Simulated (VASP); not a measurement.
# CaHf2 with PBE: from relaxation to properties, part 5 of 5

Wanted: the relaxed cell of CaHf2 and its properties. The cell is invented: it takes the structure of a Materials Project entry for CaSi2 (space group 191 there), with some of its atoms replaced by other elements, volume scaled by an estimate. It may not be a known or stable phase.

VASP 6.6.1, plane waves and PAW; the level of theory is named at each step.

Still holding for the runs below: Spin-orbit coupling is off here; with elements this heavy it splits and shifts levels by tenths of an eV or more.

So far. Step 7 (Band structure (PBE + SOC)): There is no gap at this level. Step 8 (Core-level energies (PBE)): Atoms of one element give levels within 0.1 eV of each other. The relaxed cell has a = 5.213, c = 3.278 Å (conventional setting).

## 9. Optical spectrum (PBE)

Level of this step: PBE; plane waves and PAW (Hf_pv, Ca_sv); invented cell (VASP).

LOPTICS sums transitions from filled to empty bands. The mesh is finer than in the run before. NBANDS is raised for it.

The input, INCAR:

```
SYSTEM = CaHf2
PREC = Accurate
ENCUT = 400
EDIFF = 1E-06
NELM = 100
ISMEAR = 1
SIGMA = 0.2
LREAL = .FALSE.
ALGO = Normal
GGA = PE
NBANDS = 39
LORBIT = 11
LWAVE = .FALSE.
LCHARG = .FALSE.
LOPTICS = .TRUE.
NEDOS = 1500
CSHIFT = 0.1
```

The input, POSCAR:

```
CaHf2
1.0
    5.2131286328     -0.0000002105      0.0000000000
   -2.6065651688      4.5147013679      0.0000000000
    0.0000000000      0.0000000000      3.2775320155
Hf Ca
2 1
Direct
    0.3333333300      0.6666666700      0.5000000000
    0.6666666700      0.3333333300      0.5000000000
    0.0000000000      0.0000000000      0.0000000000
```

The input, KPOINTS:

```
Automatic mesh
0
Gamma
9 9 12
0 0 0
```

The projector-augmented-wave data sets are Hf_pv and Ca_sv (PBE family, release 64).

Command:

```
> mpirun -np 1 vasp_std
```

Log:

```text
[... set-up lines as in an earlier step ...]
 entering main loop
       N       E                     dE             d eps       ncg     rms          rms(c)
DAV:   1     0.165814740440E+03    0.16581E+03   -0.12079E+04  6568   0.603E+02
DAV:   2    -0.145973386871E+02   -0.18041E+03   -0.17024E+03  7437   0.206E+02
DAV:   3    -0.215015050146E+02   -0.69042E+01   -0.67619E+01  8771   0.329E+01
DAV:   4    -0.217083062821E+02   -0.20680E+00   -0.20614E+00  9134   0.471E+00
DAV:   5    -0.217129830710E+02   -0.46768E-02   -0.46761E-02  8033   0.586E-01    0.457E+01
DAV:   6    -0.202884123808E+02    0.14246E+01   -0.92041E-01  8098   0.570E+00    0.273E+01
DAV:   7    -0.201693365758E+02    0.11908E+00   -0.45008E-01  7448   0.304E+00    0.897E+00
DAV:   8    -0.201678557962E+02    0.14808E-02   -0.61784E-02  7886   0.899E-01    0.910E-01
DAV:   9    -0.201643422042E+02    0.35136E-02   -0.80790E-03  7468   0.507E-01    0.390E-01
DAV:  10    -0.201643179478E+02    0.24256E-04   -0.12077E-03  7457   0.154E-01    0.112E-01
DAV:  11    -0.201642515680E+02    0.66380E-04   -0.15620E-04  7374   0.659E-02    0.720E-02
DAV:  12    -0.201642557861E+02   -0.42181E-05   -0.12637E-05  7634   0.173E-02    0.845E-03
DAV:  13    -0.201642555392E+02    0.24691E-06   -0.28789E-07  4837   0.263E-03
   1 F= -.20164256E+02 E0= -.20161973E+02  d E =-.684743E-02
 optical routines
 imaginary and real dielectric function
 recalculating local potential from charge density
 direction            1
 direction            2
 direction            3
```

Run time: 55 s. Hardware: 1 MPI rank of Intel Xeon 6975P-C (Granite Rapids), shared host; peak memory 0.42 GiB.

From OUTCAR (step 9):

```text
   k-points           NKPTS =     84   k-points in BZ     NKDIM =     84   number of bands    NBANDS=     39

   NELECT =      30.0000    total number of electrons

 E-fermi :   3.6525

 k-point     1 :       0.0000    0.0000    0.0000
  band No.  band energies     occupation
    ...
     11      -2.2120      2.00000
     12       2.4817      2.00000
     13       3.2362      2.01219
     14       3.5060      1.94148
     15       3.5060      1.94148
     16       3.7848      0.10849
     17       3.7848      0.10849
     18       6.2943     -0.00000
     19       6.2943     -0.00000
     20       6.4794     -0.00000
    ...

  Total        0.0393664      0.0393664     -0.1437578     -0.0000000     -0.0000000     -0.0000000
  in kB        0.8176394      0.8176392     -2.9858474     -0.0000002     -0.0000000     -0.0000000
  external PRESSURE =      -0.4501896 kB  Pullay stress =       0.0000000 kB

 POSITION                                       TOTAL-FORCE (eV/Angst)
 -----------------------------------------------------------------------------------
     -0.00000      3.00980      1.63877        -0.000000      0.000000      0.000000
      2.60656      1.50490      1.63877         0.000000     -0.000000      0.000000
      0.00000      0.00000      0.00000         0.000000      0.000000      0.000000
 -----------------------------------------------------------------------------------
    total drift:                               -0.000000      0.000000      0.000000

  FREE ENERGIE OF THE ION-ELECTRON SYSTEM (eV)
  ---------------------------------------------------
  free  energy   TOTEN  =       -20.1642555392 eV

  energy  without entropy=      -20.1574081089  energy(sigma->0) =      -20.16197306

 plasma frequency squared (from intraband transitions) (eV^2)
  --------------------------------------------------------------------------------------
      10.663      -0.000       0.000
      -0.000      10.663      -0.000
       0.000       0.000      10.962

[... 7 parts as in an earlier step ...]

[... 9 further parts left out ...]
```

These are independent-particle spectra without excitons or local fields, and fine structure depends on the mesh and on CSHIFT. The intraband (Drude) part is not in this spectrum.

Numbers from this step:

| Item | Value |
| --- | --- |
| bands | 39 |
| irreducible k-points | 84 |
| energy at zero smearing | -20.16 eV |
| Fermi energy | 3.652 eV |
| pressure | -0.04502 GPa |

The imaginary dielectric function has structure finer than the step of the table below, so its rows give means over 0.5 eV, whole bins alone (the curve runs from 0 to 25.0 eV). Peaks (eV: height): xx 0.23: 102, 1.90: 30.9; zz 0.36: 57.2, 2.22: 25.0.

Table of imaginary dielectric function by photon energy; means over each step:

```
photon energy (eV)      xx      zz
               0.5    57.8    40.3
               1.0    27.0    11.2
               1.5    19.2    11.0
               2.0    27.8    19.0
               2.5    18.3    20.4
               3.0    15.9    13.4
               3.5    9.24    9.09
               4.0    6.77    7.43
               4.5    6.20    5.12
               5.0    4.41    3.83
               5.5    3.75    2.48
               6.0    3.46    3.35
               6.5    3.08    4.32
               7.0    2.69    3.47
               7.5    2.41    2.97
               8.0    3.04    3.68
               8.5    3.67    3.32
               9.0    2.86    1.96
               9.5    1.95    2.42
              10.0    1.22    1.67
              10.5   0.873    1.34
              11.0   0.727    1.22
              11.5   0.812   0.792
              12.0   0.830   0.583
              12.5   0.554   0.553
              13.0   0.566   0.435
              13.5   0.540   0.355
              14.0   0.414   0.270
              14.5   0.387   0.234
              15.0   0.334   0.239
              15.5   0.208   0.187
              16.0   0.140   0.185
              16.5  0.0782   0.113
              17.0  0.0526  0.0736
              17.5  0.0353  0.0421
              18.0  0.0257  0.0302
              18.5  0.0211  0.0212
              19.0  0.0170  0.0164
              19.5  0.0171  0.0176
              20.0  0.0177  0.0195
              20.5  0.0226  0.0285
              21.0  0.0881   0.165
              21.5   0.150   0.226
              22.0   0.171   0.245
              22.5   0.292   0.236
              23.0   0.721   0.528
              23.5   0.653   0.578
              24.0   0.421   0.806
              24.5   0.328   0.501
```

Table of real dielectric function by photon energy:

```
photon energy (eV)       xx      zz
                 0      172    99.2
                 1     6.11    10.4
                 2     3.56    16.1
                 3    -3.30   -2.54
                 4    -3.22   -2.73
                 5    -2.85   -2.28
                 6    -1.31    1.22
                 7    -1.09  -0.561
                 8   0.0264   0.210
                 9    -1.79  -0.995
                10    -1.35   -1.35
                11   -0.609   -1.00
                12   -0.495  -0.457
                13  -0.0660  -0.140
                14  -0.0514  0.0575
                15    0.109   0.307
                16    0.290   0.443
                17    0.504   0.577
                18    0.683   0.758
                19    0.840   0.917
                20    0.996    1.08
                21     1.24    1.35
                22     1.32    1.27
                23     1.40    1.55
                24     1.04    1.22
```

## 10. Summary of results

```json
{
  "relaxed volume": "25.71 Å³/atom",
  "relaxed conventional cell a, b, c": "5.213, 5.213, 3.278 Å; angles 90.0, 90.0, 120.0°",
  "space group after relaxing, within 0.02 Å": "P6/mmm (No. 191)",
  "band gap": "none, a metal",
  "DOS at the Fermi level": "6.40 states/eV/cell",
  "band gap (PBE + SOC)": "none, a metal",
  "shallowest level of the frozen cores": "Hf1 4f, 11.9 eV deep"
}
```

What this shows: With PBE, CaHf2 relaxes to 25.71 Å³/atom in space group P6/mmm (held by the symmetry of the run) and comes out as a metal. Band structure (PBE): Of the bands kept, 3 cross the Fermi level on this path. Band structure (PBE + SOC): Of the bands kept, 6 cross the Fermi level on this path (spinor bands, one electron each). LASPH was switched on together with spin-orbit coupling, so shifts put down to the coupling hold both changes. The k-sampling is coarse for a metal, so the Fermi level, pressures and the shape of the cell carry errors. No search among competing phases was made. All values are for a static lattice at zero temperature.

[Lines on the potential files, build, host, timing and source positions are cut from VASP's logs without a mark.]

[Logs are printed without paths, hosts, clocks, repeated set-up lines and the standing remarks that a program may print on its own settings, such as how far it seeks lower states.]

[Hosts, paths, dates, database ids (printed as entryN), source tags and the programs' standing remarks are cut or masked in the printed files.]

[A measured line is paired with the nearest computed mode of its activity, which favours agreement.]
